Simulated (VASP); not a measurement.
# GaN: the band gap up a ladder of functionals, part 3 of 8

How far up the ladder of functionals must one climb to get the gap of GaN right? LASPH is on for some levels and off for others; the table marks which. The start is a cell from a database of measured crystal structures.

VASP 6.6.1, plane waves and PAW; the level of theory is named at each step.

Still holding for the runs below: Spin-orbit coupling is off here; it would split degenerate levels.

So far, least gap on mesh and path (eV): step 2 (bands, level LDA, k 5×5×3) 1.98; step 3 (bands, level PBE, k 5×5×3) 1.97; step 4 (bands, level r2SCAN, k 5×5×3) 2.37.

The database entry behind the starting cell differs from later determinations by our own check (about 0.3 % short, ideal inner coordinate), so it need not match the best structure at ambient conditions.

## 5. Bands with TB-mBJ, k 5×5×3

This step: TB-mBJ; plane waves and PAW (Ga_d, N) (VASP 6.6.1).

TB-mBJ is a local potential fitted to gaps: it costs far less than a hybrid but gives no energy.

Contents of INCAR:

```
SYSTEM = GaN
PREC = Accurate
ENCUT = 520
EDIFF = 1E-06
NELM = 150
ISMEAR = 0
SIGMA = 0.02
LREAL = .FALSE.
ALGO = Normal
METAGGA = MBJ
LASPH = .TRUE.
NBANDS = 32
LORBIT = 11
LWAVE = .FALSE.
LCHARG = .FALSE.
KPAR = 8
```

Contents of POSCAR:

```
GaN
1.0
    3.1800000000      0.0000000000      0.0000000000
   -1.5900000000      2.7539607840      0.0000000000
    0.0000000000      0.0000000000      5.1660000000
Ga N
2 2
Direct
    0.3333333333      0.6666666667      0.0000000000
    0.6666666667      0.3333333333      0.5000000000
    0.3333333333      0.6666666667      0.3750000000
    0.6666666667      0.3333333333      0.8750000000
```

Contents of KPOINTS:

```
Automatic mesh
0
Gamma
5 5 3
0 0 0
```

Contents of KPOINTS_OPT:

```
Line mode
16
Line-mode
Reciprocal
  0.00000000   0.00000000   0.00000000 GAMMA
  0.50000000   0.00000000   0.00000000 M

  0.50000000   0.00000000   0.00000000 M
  0.33333333   0.33333333   0.00000000 K

  0.33333333   0.33333333   0.00000000 K
  0.00000000   0.00000000   0.00000000 GAMMA

  0.00000000   0.00000000   0.00000000 GAMMA
  0.00000000   0.00000000   0.50000000 A

  0.00000000   0.00000000   0.50000000 A
  0.50000000   0.00000000   0.50000000 L

  0.50000000   0.00000000   0.50000000 L
  0.33333333   0.33333333   0.50000000 H

  0.33333333   0.33333333   0.50000000 H
  0.00000000   0.00000000   0.50000000 A

  0.50000000   0.00000000   0.50000000 L
  0.50000000   0.00000000   0.00000000 M

  0.33333333   0.33333333   0.00000000 K
  0.33333333   0.33333333   0.50000000 H
```

Potentials, in the order of the species: Ga_d and N (PBE family, release 64).

On the command line:

```
> mpirun -np 8 vasp_std
```

Numbers of over 12 decimals in the logs are rounded to 6 here.

The program printed:

```text
[... set-up lines as in an earlier step ...]
 entering main loop
       N       E                     dE             d eps       ncg     rms          rms(c)
DAV:   1     0.521181308343E+03    0.52118E+03   -0.16176E+04   800   0.207E+03
DAV:   2     0.245771151337E+03   -0.27541E+03   -0.24956E+03   656   0.471E+02
DAV:   3     0.205967827467E+03   -0.39803E+02   -0.39208E+02   768   0.128E+02
DAV:   4     0.204730460481E+03   -0.12374E+01   -0.12363E+01   736   0.253E+01
[...]
DAV:  74     0.213089011656E+03    0.58219E-05   -0.97654E-12   320   0.335E-05    0.433E-06
DAV:  75     0.213089012960E+03    0.13035E-05    0.19618E-12   320   0.218E-05    0.237E-06
DAV:  76     0.213089013418E+03    0.45835E-06   -0.13676E-12   320   0.147E-05
   1 F= 0.21308901E+03 E0= 0.21308901E+03  d E =-.279614E-40
 Start KPOINTS_OPT (optional k-point list driver)
k-point batch [1-10\144]
       N       E                     dE             ncg
DAV:   1     0.189367194367E+04   -0.17229E+04      816
DAV:   2    -0.952783334667E+03   -0.28465E+04      672
DAV:   3    -0.132135847878E+04   -0.36858E+03      744
DAV:   4    -0.133275124004E+04   -0.11393E+02      720
DAV:   5    -0.133294313625E+04   -0.19190E+00      792
DAV:   6    -0.133295171937E+04   -0.85831E-02      872
DAV:   7    -0.133295195762E+04   -0.23825E-03      848
DAV:   8    -0.133295196188E+04   -0.42555E-05      648
DAV:   9    -0.133295196195E+04   -0.77168E-07      496
[...]
k-point batch [141-144\144]
       N       E                     dE             ncg
DAV:   1     0.100568011669E+05   -0.53588E+04      288
DAV:   2     0.884713801636E+04   -0.12097E+04      256
DAV:   3     0.868295309303E+04   -0.16418E+03      312
DAV:   4     0.867745966311E+04   -0.54934E+01      296
DAV:   5     0.867737648959E+04   -0.83174E-01      328
DAV:   6     0.867737324668E+04   -0.32429E-02      352
DAV:   7     0.867737323580E+04   -0.10881E-04      336
DAV:   8     0.867737323565E+04   -0.15449E-06      240
```

Wall time 32 s (8 MPI ranks of Intel Xeon 6975P-C (Granite Rapids), shared host); peak memory 1.7 GiB; 4.2 min of CPU time.

OUTCAR, selected parts (step 5):

```text
  Total     -225.9361990   -225.9361990   -225.6755635      0.0000000     -0.0000000      0.0000000
  in kB    -8001.2368619  -8001.2368617  -7992.0067934      0.0000000     -0.0000000      0.0000000
  external PRESSURE =   -7998.1601723 kB  Pullay stress =       0.0000000 kB

 POSITION                                       TOTAL-FORCE (eV/Angst)
 -----------------------------------------------------------------------------------
     -0.00000      1.83597      0.00000        -0.000000      0.000000      0.025623
      1.59000      0.91799      2.58300         0.000000      0.000000      0.025623
     -0.00000      1.83597      1.93725        -0.000000      0.000000     -0.025623
      1.59000      0.91799      4.52025         0.000000      0.000000     -0.025623
 -----------------------------------------------------------------------------------
    total drift:                               -0.000002     -0.000002      0.895784

  FREE ENERGIE OF THE ION-ELECTRON SYSTEM (eV)
  ---------------------------------------------------
  free  energy   TOTEN  =       213.0890134179 eV

  energy  without entropy=      213.0890134179  energy(sigma->0) =      213.08901342

[... 2 parts as in an earlier step ...]

[... 1 further part left out ...]
[key lines of the parts left out:]
E-fermi :   6.0530
```

This functional is a potential without an energy, so its energies, forces and stress mean nothing and are not read.

Electronic bands along the path, in eV, zero at the valence-band top; v1 is the highest filled band, c1 the lowest empty one:

```tsv
point	v4	v3	v2	v1	c1	c2	c3	c4
Γ	-0.99	-0.04	0.00	0.00	3.15	5.73	10.70	11.38
0.47 of the way	-2.38	-1.79	-0.58	-0.41	5.29	7.40	8.90	9.98
M	-3.92	-2.60	-2.00	-0.93	6.52	6.88	7.35	10.16
0.47 of the way	-3.87	-3.25	-2.15	-1.64	6.95	7.85	7.85	9.99
K	-4.85	-2.78	-2.78	-2.49	6.50	9.28	9.28	9.77
0.47 of the way	-3.62	-2.36	-1.06	-0.95	6.38	8.24	8.69	9.02
Γ	-0.99	-0.04	0.00	0.00	3.15	5.73	10.70	11.38
0.53 of the way	-0.83	-0.83	-0.17	-0.17	4.32	5.80	10.21	10.95
A	-0.50	-0.50	-0.50	-0.50	5.51	5.51	9.94	9.94
0.47 of the way	-1.85	-1.85	-1.13	-1.13	6.54	6.54	9.10	9.10
L	-1.82	-1.82	-1.79	-1.79	5.78	5.78	9.26	9.26
0.47 of the way	-2.84	-2.84	-1.51	-1.51	6.60	6.60	9.58	9.58
H	-3.84	-3.84	-1.41	-1.41	7.84	7.84	8.62	8.62
0.53 of the way	-1.89	-1.89	-1.54	-1.54	6.89	6.89	9.08	9.08
A	-0.50	-0.50	-0.50	-0.50	5.51	5.51	9.94	9.94
jump to L	-1.82	-1.82	-1.79	-1.79	5.78	5.78	9.26	9.26
0.47 of the way	-2.97	-2.35	-1.54	-1.24	5.61	6.50	9.06	9.21
M	-3.92	-2.60	-2.00	-0.93	6.52	6.88	7.35	10.16
jump to K	-4.85	-2.78	-2.78	-2.49	6.50	9.28	9.28	9.77
0.47 of the way	-4.63	-2.88	-2.11	-2.11	7.12	8.68	8.68	9.57
H	-3.84	-3.84	-1.41	-1.41	7.84	7.84	8.62	8.62
```

Of the projections kept (Ga, N), the largest for each band there; the rest of the weight can lie on other orbitals:

```tsv
point	v4	v3	v2	v1	c1	c2	c3	c4
Γ	N 0.74	N 0.77	N 0.77	N 0.77	N 0.56	Ga 0.73	N 0.79	Ga 1.00
M	N 0.60	N 0.70	N 0.68	N 0.75	Ga 0.90	Ga 0.61	Ga 0.59	N 0.60
K	Ga 0.50	N 0.66	N 0.66	N 0.67	Ga 0.91	N 0.51	N 0.51	N 0.66
Γ	N 0.74	N 0.77	N 0.77	N 0.77	N 0.56	Ga 0.73	N 0.79	Ga 1.00
A	N 0.75	N 0.75	N 0.75	N 0.75	N 0.54	N 0.54	Ga 0.66	Ga 0.66
L	N 0.71	N 0.71	N 0.71	N 0.71	Ga 0.74	Ga 0.74	Ga 0.81	Ga 0.81
```

The electronic bands as a text plot (rows in eV, shown from -6.5 to 8.6 only):

```
    8.3 |    ++    +   + ++                    +           +   ++
    7.7 |   +  ++ +     +                     +++           +  ++
    7.0 |  + +++++++   +   ++                +   ++++       + +
    6.4 | +   ++++  +++  +           +++    +        +   +++++
    5.8 |+   +            +  ++++++++   ++++          ++++++
    5.1 |   +              +      +
    4.5 |  +                +    +
    3.9 | +                     +
    3.2 |+                   +++
    2.6 |
    2.0 |
    1.4 |
    0.7 |
    0.1 |***                 ****
   -0.5 | ******          **** * ****                 ***
   -1.2 |*** ** ***     ** ******   ****     ****    **   ***   *
   -1.8 | **** *****   ** * *    *    *******    *****   ****  *
   -2.4 |  ** **** ****  * **               *     *      ******
   -3.1 |    *    ***** * *       *          *   *        *   **
   -3.7 |   * * ****   ****       ****        ***    ****  **   *
   -4.3 |    ***    * * *             *            **          **
   -5.0 |       *********        *     *          *        ****
   -5.6 |   ***** **     **     *       **   *****       **    **
   -6.2 |***     *         *****          ***            ****
         Γ      M    K        Γ   A       L    H       A|L M|K  H
```

The gap is 3.15 eV, direct at Γ. Against LDA that is +1.17 eV; this run took 3.6 times the core time. The direct gap lies -0.35 eV from the measured 3.50 eV.

## 6. Bands with SCAN, k 5×5×3

This step: SCAN; plane waves and PAW (Ga_d, N) (VASP 6.6.1).

SCAN adds the kinetic-energy density; it is numerically more delicate than r2SCAN.

Changes to INCAR since step 5:

```diff
@@ -4,3 +4,3 @@
 EDIFF = 1E-06
-NELM = 150
+NELM = 100
 ISMEAR = 0
@@ -9,3 +9,3 @@
 ALGO = Normal
-METAGGA = MBJ
+METAGGA = SCAN
 LASPH = .TRUE.
```

POSCAR is that of step 5.

KPOINTS is that of step 5.

KPOINTS_OPT is that of step 5.

On the command line:

```
> mpirun -np 8 vasp_std
```

The program printed:

```text
[... set-up lines as in an earlier step ...]
 entering main loop
       N       E                     dE             d eps       ncg     rms          rms(c)
DAV:   1     0.270555444695E+03    0.27056E+03   -0.16711E+04   808   0.218E+03
DAV:   2    -0.203701471144E+02   -0.29093E+03   -0.26580E+03   648   0.513E+02
DAV:   3    -0.623953593681E+02   -0.42025E+02   -0.41414E+02   736   0.132E+02
DAV:   4    -0.636979551444E+02   -0.13026E+01   -0.13013E+01   768   0.264E+01
[...]
DAV:  13    -0.537721969587E+02   -0.11978E-04   -0.35446E-06   680   0.283E-02    0.503E-04
DAV:  14    -0.537721946032E+02    0.23555E-05   -0.60155E-07   520   0.615E-03    0.514E-04
DAV:  15    -0.537721948359E+02   -0.23261E-06   -0.94335E-08   416   0.298E-03
   1 F= -.53772195E+02 E0= -.53772195E+02  d E =-.844179E-26
 Start KPOINTS_OPT (optional k-point list driver)
k-point batch [1-10\144]
       N       E                     dE             ncg
DAV:   1     0.144673702220E+04   -0.21699E+04      824
DAV:   2    -0.137079416641E+04   -0.28175E+04      664
DAV:   3    -0.175118426782E+04   -0.38039E+03      760
DAV:   4    -0.176281677111E+04   -0.11633E+02      704
DAV:   5    -0.176300609906E+04   -0.18933E+00      832
DAV:   6    -0.176301312814E+04   -0.70291E-02      824
DAV:   7    -0.176301333189E+04   -0.20375E-03      872
DAV:   8    -0.176301333502E+04   -0.31345E-05      584
DAV:   9    -0.176301333509E+04   -0.69252E-07      528
[...]
k-point batch [141-144\144]
       N       E                     dE             ncg
DAV:   1     0.989299696239E+04   -0.55226E+04      288
DAV:   2     0.867638156735E+04   -0.12166E+04      256
DAV:   3     0.850488606345E+04   -0.17150E+03      312
DAV:   4     0.849923835491E+04   -0.56477E+01      288
DAV:   5     0.849915732270E+04   -0.81032E-01      320
DAV:   6     0.849915390717E+04   -0.34155E-02      328
DAV:   7     0.849915384247E+04   -0.64700E-04      344
DAV:   8     0.849915384207E+04   -0.39406E-06      248
```

It took 29 s on 8 MPI ranks; peak memory 1.5 GiB; 3.8 min of CPU time.

From OUTCAR (step 6):

```text
  Total        0.1657255      0.1657255      0.8362577      0.0000000      0.0000000      0.0000000
  in kB        5.8689547      5.8689547     29.6149791      0.0000000      0.0000000      0.0000000
  external PRESSURE =      13.7842962 kB  Pullay stress =       0.0000000 kB

 POSITION                                       TOTAL-FORCE (eV/Angst)
 -----------------------------------------------------------------------------------
     -0.00000      1.83597      0.00000         0.000000     -0.000000     -0.115561
      1.59000      0.91799      2.58300         0.000000      0.000000     -0.115561
     -0.00000      1.83597      1.93725        -0.000000      0.000000      0.115561
      1.59000      0.91799      4.52025        -0.000000      0.000000      0.115561
 -----------------------------------------------------------------------------------
    total drift:                                0.000003      0.000005      0.094986

  FREE ENERGIE OF THE ION-ELECTRON SYSTEM (eV)
  ---------------------------------------------------
  free  energy   TOTEN  =       -53.7721948359 eV

  energy  without entropy=      -53.7721948359  energy(sigma->0) =      -53.77219484

[... 2 parts as in an earlier step ...]

[... 1 further part left out ...]
[key lines of the parts left out:]
E-fermi :   5.2858
```

The electronic bands at the labelled points (eV, zero at the valence-band top; v1 is the highest filled band, c1 the lowest empty one):

```tsv
point	v4	v3	v2	v1	c1	c2	c3	c4
Γ	-1.10	-0.05	0.00	0.00	2.27	4.75	9.95	10.52
0.47 of the way	-2.71	-1.99	-0.66	-0.45	4.58	6.46	8.07	9.23
M	-4.36	-2.87	-2.29	-1.02	5.53	6.08	6.52	9.32
0.47 of the way	-4.33	-3.62	-2.43	-1.84	6.07	6.99	7.08	9.17
K	-5.45	-3.10	-3.10	-2.78	5.54	8.47	8.47	9.05
0.47 of the way	-4.04	-2.68	-1.19	-1.07	5.67	7.40	7.81	8.19
Γ	-1.10	-0.05	0.00	0.00	2.27	4.75	9.95	10.52
0.53 of the way	-0.92	-0.92	-0.19	-0.19	3.60	4.86	9.49	10.15
A	-0.56	-0.56	-0.56	-0.56	4.70	4.70	9.18	9.18
0.47 of the way	-2.10	-2.10	-1.27	-1.27	5.76	5.76	8.24	8.24
L	-2.02	-2.02	-1.98	-1.98	4.85	4.85	8.41	8.41
0.47 of the way	-3.19	-3.19	-1.68	-1.68	5.75	5.75	8.74	8.74
H	-4.31	-4.31	-1.55	-1.55	7.00	7.00	7.85	7.85
0.53 of the way	-2.12	-2.12	-1.76	-1.76	6.14	6.14	8.21	8.21
A	-0.56	-0.56	-0.56	-0.56	4.70	4.70	9.18	9.18
jump to L	-2.02	-2.02	-1.98	-1.98	4.85	4.85	8.41	8.41
0.47 of the way	-3.31	-2.60	-1.73	-1.37	4.69	5.55	8.25	8.42
M	-4.36	-2.87	-2.29	-1.02	5.53	6.08	6.52	9.32
jump to K	-5.45	-3.10	-3.10	-2.78	5.54	8.47	8.47	9.05
0.47 of the way	-5.18	-3.24	-2.36	-2.36	6.24	7.88	7.89	8.84
H	-4.31	-4.31	-1.55	-1.55	7.00	7.00	7.85	7.85
```

Of the projections kept (Ga, N), the largest for each band there; the rest of the weight can lie on other orbitals:

```tsv
point	v4	v3	v2	v1	c1	c2	c3	c4
Γ	N 0.72	N 0.77	N 0.78	N 0.78	N 0.57	Ga 0.73	N 0.80	Ga 1.00
M	N 0.55	N 0.66	N 0.64	N 0.73	Ga 0.89	Ga 0.61	Ga 0.54	N 0.63
K	N 0.56	N 0.61	N 0.61	N 0.63	Ga 0.90	N 0.55	N 0.55	N 0.69
Γ	N 0.72	N 0.77	N 0.78	N 0.78	N 0.57	Ga 0.73	N 0.80	Ga 1.00
A	N 0.74	N 0.74	N 0.74	N 0.74	N 0.52	N 0.52	Ga 0.64	Ga 0.64
L	N 0.68	N 0.68	N 0.68	N 0.68	Ga 0.75	Ga 0.75	Ga 0.77	Ga 0.77
```

The electronic bands as a text plot (rows in eV, shown from -7.3 to 7.8 only):

```
    7.5 |    ++    +   + ++                    +           +   ++
    6.9 |      +  +     +                     +++           +  ++
    6.3 |  +++++++++       ++                +   ++++       + +
    5.6 | +   ++++  ++++ +           +++    +        +    ++++
    5.0 |+   +            +  ++++++++   ++++          ++++ +
    4.4 |   +              +      +                      ++
    3.8 |  +                +    +
    3.1 | +                     +
    2.5 |+                   +++
    1.9 |
    1.2 |
    0.6 |
    0.0 |***                ******
   -0.7 | ******          ** * *******                ***
   -1.3 |**  ** ***      * ******   * **      ***    **   ***
   -1.9 | ***  **  *   **   *        *********   *****   ***   **
   -2.5 |  ************* ****    *         *       *     **** *
   -3.2 |        ** **     *                *     *       * ***
   -3.8 |   ***    *  *****       ***        *  **    ***  *   **
   -4.4 |      *****   ***        *  **       **     *      *   *
   -5.1 |    **** *** * *              *           **         **
   -5.7 |        *  *****        *      *         *        ****
   -6.3 |   ********     **     *        *  ******       ** *  **
   -7.0 |***               *****          **             ***
         Γ      M    K        Γ   A       L    H       A|L M|K  H
```

The gap is 2.27 eV, direct at Γ. Against LDA that is +0.30 eV; this run took 3.3 times the core time. The direct gap lies -1.23 eV from the measured 3.50 eV.

(Continued in part 4 of 8.)

[Lines on the potential files, build, host, timing and source positions are cut from VASP's logs without a mark.]

[Logs are printed without paths, hosts, clocks, repeated set-up lines and the standing remarks that a program may print on its own settings, such as how far it seeks lower states.]

[Hosts, paths, dates, database ids (printed as entryN), source tags and the programs' standing remarks are cut or masked in the printed files.]

[A measured line is paired with the nearest computed mode of its activity, which favours agreement.]
